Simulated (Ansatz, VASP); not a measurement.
# H21C13 (amorphous cis-polybutadiene at 500 K): VASP beside Ansatz

Wanted: the spread between two codes on one cell, functional and k mesh. The cell is taken from a series of runs on this material, whose earlier steps may have relaxed, scaled, displaced or heated it; both programs get it as it stands.

Calculated with Ansatz 0.2.0; plane waves, with VASP 6.6.1 beside it; single point at PBE with D3(BJ).

**1. The structure**

The cell holds 204 atoms: 78 C and 126 H. Its edges and angles: a = 12.968 Å, b = 12.968 Å, c = 12.968 Å, α = 90.0°, β = 90.0°, γ = 90.0°. As first built, before any earlier steps moved the atoms (in the runner's words): 3 cis-polybutadiene chains of 6 units placed at random, at 0.81 g/cm^3; overlaps pushed apart, then 20 ps at 800 K with MMFF94 bonds, angles, torsions, charges and radii (Halgren, J. Comput. Chem. 17, 490 (1996)) in harmonic and 12-6 forms; charges of ions scaled by 0.8. Snapshot after 30 ps at 500 K and fixed volume.

**2. Ansatz: single point, PBE with D3(BJ)**

Ansatz runs on its default PAW (the set named soft_2) files.

A single point gives forces, pressure and levels at one fixed geometry, so differences don't come from the geometry; what else differs is listed under the comparison.

input.yaml reads:

```yaml
crystal:
  lattice:
    - [12.96832, 0.0, 0.0]
    - [0.0, 12.96832, 0.0]
    - [0.0, 0.0, 12.96832]
  atoms:
    - { symbol: C, position: [0.91355, 0.43965, 0.99474] }
    - { symbol: C, position: [0.00539, 0.38601, 0.03359] }
    - { symbol: C, position: [0.98603, 0.30343, 0.11316] }
    - { symbol: C, position: [0.97072, 0.3241, 0.21267] }
    - { symbol: C, position: [0.97861, 0.42124, 0.27355] }
    - { symbol: C, position: [0.87278, 0.43659, 0.31987] }
    - { symbol: C, position: [0.81262, 0.49965, 0.24506] }
    - { symbol: C, position: [0.71559, 0.48495, 0.21155] }
    - { symbol: C, position: [0.64549, 0.41113, 0.25854] }
    - { symbol: C, position: [0.53805, 0.45967, 0.27868] }
    - { symbol: C, position: [0.46346, 0.38836, 0.3196] }
    - { symbol: C, position: [0.37267, 0.35958, 0.28031] }
    - { symbol: C, position: [0.31139, 0.41744, 0.19812] }
    - { symbol: C, position: [0.28955, 0.35394, 0.1015] }
    - { symbol: C, position: [0.32936, 0.40661, 0.01314] }
    - { symbol: C, position: [0.36841, 0.35298, 0.93182] }
    - { symbol: C, position: [0.37716, 0.24438, 0.92612] }
    - { symbol: C, position: [0.47201, 0.19312, 0.96967] }
    - { symbol: C, position: [0.57431, 0.24698, 0.96438] }
    - { symbol: C, position: [0.65006, 0.23478, 0.03106] }
    - { symbol: C, position: [0.64489, 0.15054, 0.11604] }
    - { symbol: C, position: [0.75648, 0.12659, 0.1531] }
    - { symbol: C, position: [0.75497, 0.14579, 0.26438] }
    - { symbol: C, position: [0.80326, 0.09299, 0.33524] }
    - { symbol: C, position: [0.88029, 0.00654, 0.32392] }
    - { symbol: C, position: [0.82225, 0.90276, 0.32922] }
    - { symbol: H, position: [0.85406, 0.38036, 0.98442] }
    - { symbol: H, position: [0.88742, 0.48889, 0.057] }
    - { symbol: H, position: [0.92361, 0.49463, 0.93503] }
    - { symbol: H, position: [0.06676, 0.43542, 0.05501] }
[... 168 atom lines left out ...]
    - { symbol: H, position: [0.78198, 0.87538, 0.84656] }
    - { symbol: H, position: [0.881, 0.88882, 0.04901] }
    - { symbol: H, position: [0.77036, 0.8391, 0.01146] }
    - { symbol: H, position: [0.8777, 0.69356, 0.0272] }
    - { symbol: H, position: [0.89564, 0.71757, 0.89442] }
    - { symbol: H, position: [0.98638, 0.76193, 0.98894] }
kpoints:
  mp_grid: { grid: [1, 1, 1] }
hamiltonian:
  xc: pbe
  dispersion: d3bj
scf:
  occupations: { method: fixed }
output:
  forces: true
```

Command:

```bash
> ansatz run input.yaml --threads 4 --pin off --max-ram 8192MiB --backend cpu --events-out ev --progress --plain --runs-dir out
```

Numbers of over 12 decimals in the logs are rounded to 6 here.

Output:

```text
Engine: ansatz 0.2.0, aarch64-unknown-linux-gnu
Pseudopotentials: kind: paw
Pseudopotential: C, paw, valence charge 4, recommended cutoff 420 eV (normal), C.paw.azcp
Pseudopotential: H, paw, valence charge 1, recommended cutoff 420 eV (normal), H.paw.azcp
Functional definition: PBE
  parameter kappa = 0.804
  parameter beta = 0.066725
  exchange = pbe_x(kappa = kappa, mu = beta*pi^2/3)
  correlation = pbe_c(beta = beta)
Crystal: 204 atoms, lattice volume = 2180.977 Å³
Basis set: ecut = 420 eV, 42691 PW (Γ), exchange–correlation on 180×180×180 points (8 copies of the dense FFT grid, shifted against one another)
Bands: 423, of which v1, the nominal top of the filled ones, is band 219 counted from 1 (218 counted from 0)
Symmetry: 1 space group operations
Space group: P1 (ITA 1), of the structure as read, at distance tolerance 1.3e-4 Å
k-points: 1
Non-local potential: C, projectors of the file, l = 0: 2, l = 1: 2, l = 2: 1
Non-local potential: H, projectors of the file, l = 0: 2, l = 1: 1
PAW form: soft (Blöchl's): semilocal exchange-correlation on the pseudo side does not see the compensation charge
PAW one-centre angular grid: C, 110 points (default); XC on 64 Gauss nodes
PAW one-centre angular grid: H, 110 points (default); XC on 64 Gauss nodes
Initial density: superposition of atomic densities (neutral atoms: chi_scale 0, normalization atom), corrected by the library's trained network
Initial wavefunctions: pseudopotential atomic-orbital guess
Functional: x = pbe(κ = 0.804, μ = 0.219515), c = pbe(β = 0.066725)
SCF iter   1: F=—  HF=-21585.565161 eV  |F-HF|=—  |Δ(HF+E_count)|=         —  Δρ=4.60e-3  dr2=5.70e-1  ethr=1.77e-3  ⟨swp⟩=5.0  Hψ=1320  notcnv=0  defer=200
preconditioner: auto → Resta (q_TF=auto, 2.088 Å⁻¹)  ε∞=2.2  [insulator: Δε(μ)=4.073 eV  Ē_g=15.274 eV  n_scr=340 (ndim 8)  ℏωp=16.6 eV  f_vac=0.263  ε∞_Penn≈2.2]
SCF iter   2: F=—  HF=-21585.507273 eV  |F-HF|=—  |Δ(HF+E_count)|=   5.79e-2  Δρ=2.34e-3  dr2=1.31e-1  ethr=1.30e-4  ⟨swp⟩=3.0  Hψ=594  notcnv=0  defer=202
SCF iter   3: F=—  HF=-21585.535944 eV  |F-HF|=—  |Δ(HF+E_count)|=   2.87e-2  Δρ=9.23e-4  dr2=2.85e-2  ethr=3.00e-5  ⟨swp⟩=3.0  Hψ=417  notcnv=0  defer=63
automatic band count: iteration 3 solves 284 bands in place of 423: the levels show a gap, and the empty bands left out lie too high to hold charge; the band table lists the bands solved (type scf.n_extra_bands for more)
SCF iter   4: F=—  HF=-21585.536535 eV  |F-HF|=—  |Δ(HF+E_count)|=   5.91e-4  Δρ=3.68e-4  dr2=4.59e-3  ethr=6.52e-6  ⟨swp⟩=3.0  Hψ=440  notcnv=0  defer=63
SCF iter   5: F=—  HF=-21585.536899 eV  |F-HF|=—  |Δ(HF+E_count)|=   3.64e-4  Δρ=1.17e-4  dr2=5.21e-4  ethr=1.05e-6  ⟨swp⟩=2.0  Hψ=437  notcnv=0  defer=63
SCF iter   6: F=—  HF=-21585.536926 eV  |F-HF|=—  |Δ(HF+E_count)|=   2.75e-5  Δρ=5.20e-5  dr2=9.46e-5  ethr=1.19e-7  ⟨swp⟩=2.0  Hψ=408  notcnv=0  defer=63
SCF iter   7: F=—  HF=-21585.536948 eV  |F-HF|=—  |Δ(HF+E_count)|=   2.22e-5  Δρ=2.39e-5  dr2=1.75e-5  ethr=2.16e-8  ⟨swp⟩=2.0  Hψ=498  notcnv=0  defer=63
SCF iter   8: F=—  HF=-21585.536940 eV  |F-HF|=—  |Δ(HF+E_count)|=   8.34e-6  Δρ=6.38e-6  dr2=1.35e-6  ethr=4.00e-9  ⟨swp⟩=2.0  Hψ=435  notcnv=0  defer=63
SCF iter   9: F=—  HF=-21585.536939 eV  |F-HF|=—  |Δ(HF+E_count)|=   1.43e-6  Δρ=2.72e-6  dr2=2.73e-7  ethr=3.08e-10  ⟨swp⟩=2.0  Hψ=409  notcnv=0  defer=63
SCF iter  10: F=-21585.536938 eV  HF=-21585.536939 eV  |F-HF|=4.69e-8  |Δ(HF+E_count)|=   1.70e-7  Δρ=1.27e-6  dr2=5.19e-8  ethr=2.28e-11  ⟨swp⟩=4.0  Hψ=882  notcnv=0
SCF 1 converged in 10 iterations: F = -21585.536938 eV  dr2 = 5.19e-8
  greatest PAW one-centre occupation: 0.690 electrons in one spin orbital (limit 2), on the C atom at site 75 (counted from 0), in its partial waves of l = 0
SCF converged after 10 iterations
Free energy (F): -21585.536938 eV
Harris-Foulkes:  -21585.536939 eV  (|F-HF|=4.69e-8)
Internal energy: -21585.536938 eV  (E = F + TS)
E sigma→0 (E₀):  -21585.536938 eV
Fermi energy:    -1.001339 eV
--- Per-component energies (eV) ---
  E_band       = -3273.245240
  E_kinetic    = 8928.597069
  E_local      = -28791.911301  (includes V_loc(G=0)·N_el)
  E_nonlocal   = 2352.848015
  E_hartree    = 10498.993286
  E_xc         = -4906.658325
  E_vxc        = -6131.471808  (∫ρ·V_xc dr)
  E_paw        = -7828.305069  (= ΣΔE_a)
  E_vpaw       = -629.117279  (= ΣTr[D̂ρ^β])
  E_aug_tail   = -0.175688  (compensation charges beyond the density's cutoff)
  E_ewald      = -1828.881931
  E_disp       = -10.042995  (pairwise vdW)
  E_smearing   = -0.000000  (= −TS)
  E_closure    = 0.000000  (closes the sum)
  Σ components = -21585.536938   (vs F -21585.536938, Δ=0.00e0)
--- Forces (eV/Å), atoms counted from 1 ---
  atom   1  C     -1.39617658     0.05329331     1.58190654
  atom   2  C      1.52164852    -2.28252888    -0.91739265
  atom   3  C     -1.01204361     0.43081053    -0.48567026
[...]
atom  40  H     -0.74161986    -1.42334391    -0.85318850
  atom  41  H      0.31027104    -0.03334983    -0.89001831
  atom  42  H      0.73577003     0.48856215     0.22117512
  atom  43  H     -0.37727474    -0.01972985     0.67973337
  atom  44  H      0.17571398    -0.02564954    -0.24113641
  atom  45  H     -0.83464470    -0.74041824     0.00522325
  atom  46  H      0.32901956    -0.61390364    -0.15137854
  atom  47  H     -0.02675126    -1.52296808    -0.11815097
  atom  48  H     -0.34539522     0.01422018     1.17506014
  atom  49  H      0.72549380     0.04932038     0.17302843
  atom  50  H     -0.05877350    -0.78965548    -0.18968100
  atom  51  H      0.17053336     0.24162671    -0.38205825
  atom  52  H      0.88651267     0.02844924     0.66117352
  atom  53  H      0.43007824     0.86603517     1.29308950
  atom  54  H      0.36083560    -0.53765706     0.10284050
  atom  55  H      0.03027001    -0.18029696     1.29616126
  atom  56  H      0.23243248     0.91329640    -1.27459129
  atom  57  H      2.09204643     1.22241130     0.00624848
  atom  58  H     -0.32489589     0.84618158     0.77756370
  atom  59  H      0.25582307     0.34962352    -1.20755715
  atom  60  H      1.11190416     1.39048679    -1.13775787
[...]
atom 197  H      0.30886767    -1.71032231     0.18416430
  atom 198  H      0.19886631    -0.14013800     0.21054819
  atom 199  H     -1.27700129    -0.55547322    -1.57991909
  atom 200  H      0.93710639     0.65382769     1.23473277
  atom 201  H     -2.55318665    -1.11447178     0.98855435
  atom 202  H     -0.11211250    -1.35819063     0.46818669
  atom 203  H     -0.22601061    -0.66553534    -1.53535576
  atom 204  H     -0.23737309    -0.35913048    -0.49399385
  max |Σ_I F_I| component: 1.55e-4 eV/Å
```

The column dr2 measures how far the density is from self-consistency, as an energy; F and HF (Harris–Foulkes) agree once it is small.

**3. VASP: single point, PBE with D3(BJ)**

The same cell, functional and mesh now go to VASP, with its own data sets.

Lines of VASP's logs that name or quote its potential files are left out, and so is its time.

INCAR reads:

```
SYSTEM = H21C13
PREC = Accurate
ENCUT = 520
EDIFF = 1E-06
NELM = 120
ISMEAR = 0
SIGMA = 0.01
LREAL = Auto
ALGO = Normal
GGA = PE
IVDW = 12
NBANDS = 361
LORBIT = 11
LWAVE = .FALSE.
LCHARG = .FALSE.
ISIF = 2
LASPH = .TRUE.
GGA_COMPAT = .FALSE.
EFERMI = MIDGAP
```

POSCAR reads:

```
H21C13
1.0
   12.9683200000      0.0000000000      0.0000000000
    0.0000000000     12.9683200000      0.0000000000
    0.0000000000      0.0000000000     12.9683200000
C H
78 126
Direct
    0.9135500000      0.4396500000      0.9947400000
    0.0053900000      0.3860100000      0.0335900000
    0.9860300000      0.3034300000      0.1131600000
    0.9707200000      0.3241000000      0.2126700000
    0.9786100000      0.4212400000      0.2735500000
    0.8727800000      0.4365900000      0.3198700000
    0.8126200000      0.4996500000      0.2450600000
    0.7155900000      0.4849500000      0.2115500000
    0.6454900000      0.4111300000      0.2585400000
    0.5380500000      0.4596700000      0.2786800000
    0.4634600000      0.3883600000      0.3196000000
    0.3726700000      0.3595800000      0.2803100000
    0.3113900000      0.4174400000      0.1981200000
    0.2895500000      0.3539400000      0.1015000000
    0.3293600000      0.4066100000      0.0131400000
    0.3684100000      0.3529800000      0.9318200000
    0.3771600000      0.2443800000      0.9261200000
    0.4720100000      0.1931200000      0.9696700000
    0.5743100000      0.2469800000      0.9643800000
    0.6500600000      0.2347800000      0.0310600000
    0.6448900000      0.1505400000      0.1160400000
    0.7564800000      0.1265900000      0.1531000000
    0.7549700000      0.1457900000      0.2643800000
    0.8032600000      0.0929900000      0.3352400000
    0.8802900000      0.0065400000      0.3239200000
    0.8222500000      0.9027600000      0.3292200000
    0.4156800000      0.9310400000      0.7514700000
    0.5333300000      0.9316500000      0.7545300000
    0.5695900000      0.9554500000      0.6456200000
    0.6018400000      0.0474700000      0.6213800000
[... 168 atom lines left out ...]
    0.7819800000      0.8753800000      0.8465600000
    0.8810000000      0.8888200000      0.0490100000
    0.7703600000      0.8391000000      0.0114600000
    0.8777000000      0.6935600000      0.0272000000
    0.8956400000      0.7175700000      0.8944200000
    0.9863800000      0.7619300000      0.9889400000
```

KPOINTS reads:

```
Automatic mesh
0
Gamma
1 1 1
0 0 0
```

PAW data sets: C and H (PBE family, release 64).

Command:

```bash
> export OMP_NUM_THREADS=3
> mpirun -np 1 vasp_gam
```

Output:

```text
[banner, memory and clock lines left out]
running    1 mpi-ranks, on    1 nodes
[...]
Offloading initialized ...    1 GPUs detected
[...]
LDA part: xc-table for (Slater+PW92), standard interpolation
 POSCAR, INCAR and KPOINTS ok, starting setup
[...]
entering main loop
       N       E                     dE             d eps       ncg     rms          rms(c)
DAV:   1     0.276044326961E+04    0.27604E+04   -0.21310E+05   738   0.109E+03
DAV:   2    -0.886637693880E+03   -0.36471E+04   -0.34435E+04   923   0.255E+02
DAV:   3    -0.126434993283E+04   -0.37771E+03   -0.37412E+03   908   0.815E+01
DAV:   4    -0.127524175324E+04   -0.10892E+02   -0.10858E+02   932   0.159E+01
[...]
DAV:  17    -0.114819652133E+04    0.84732E-05   -0.21002E-05   884   0.933E-03    0.449E-03
DAV:  18    -0.114819651926E+04    0.20776E-05   -0.41864E-06   764   0.436E-03    0.255E-03
DAV:  19    -0.114819651859E+04    0.66173E-06   -0.80676E-07   628   0.236E-03
   1 F= -.11582381E+04 E0= -.11582381E+04  d E =0.000000E+00
```

From OUTCAR (step 3):

```text
  FREE ENERGIE OF THE ION-ELECTRON SYSTEM (eV)
  ---------------------------------------------------
  free  energy   TOTEN  =     -1158.2380784932 eV

  energy  without entropy=    -1158.2380784932  energy(sigma->0) =    -1158.23807849
```

The run ends at a pressure of 3.40 GPa, with forces up to 4.4 eV/Å.

**4. Side by side**

Known differences besides the potentials themselves: fixed occupations in Ansatz, narrow Gaussian smearing in VASP; the cutoff is 420 eV in Ansatz and 520 eV in VASP (PREC = Accurate, projectors in real space). Total energies have different zeros and are not compared.

The two programs side by side:

```
              quantity  Ansatz   VASP  difference
gap on the k mesh (eV)   4.020  4.019      +0.001
```

Forces on 9 of the 204 atoms, those with the largest forces and the largest differences (eV/Å; atoms numbered as in POSCAR):

```
atom          Ansatz x, y, z            VASP x, y, z
 C16    -0.095, 3.563, 1.004    -0.082, 3.573, 0.983
 C17  -1.772, -2.658, -3.042  -1.769, -2.667, -3.045
 C20   -2.186, -3.412, 0.912   -2.136, -3.408, 0.931
 C28  -1.521, -0.088, -2.993  -1.513, -0.088, -2.978
 C46  -1.410, -0.719, -3.234  -1.403, -0.716, -3.212
 C49    0.930, -0.629, 0.110    0.921, -0.594, 0.086
 C60   -0.670, -1.058, 1.395   -0.648, -1.028, 1.381
 C62    0.530, 2.391, -2.644    0.516, 2.404, -2.630
 C72   -0.515, -3.338, 0.645   -0.509, -3.307, 0.625
```

The forces differ by 13 meV/Å r.m.s., which is 1.2 % of the r.m.s. force of 1.050 eV/Å (both taken over all components). A gap on the mesh is an upper bound, since the band edges may lie between its points.

**5. Summary of results**

| Item | Value |
| --- | --- |
| r.m.s. force difference (single point, PBE with D3(BJ)) | 1.2 % of the r.m.s. force |

**Reading.** The r.m.s. force difference is 1.2 % of the r.m.s. force (single point, PBE with D3(BJ)), within the 3 % picked in this series as the mark of a large difference. How closely two codes agree says nothing of how well the functional describes the real material.

[Lines on the potential files, build, host, timing and source positions are cut from VASP's logs without a mark.]

[Logs are printed without paths, hosts, clocks, repeated set-up lines and the standing remarks that a program may print on its own settings, such as how far it seeks lower states.]

[Hosts, paths, dates, database ids (printed as entryN), source tags and the programs' standing remarks are cut or masked in the printed files.]

[The MMFF94 radii named for the starting cell were scaled by 0.96; in molecules described by MMFF94, hydrogen bound to N, O or S took a small fixed 12-6 site in their place.]
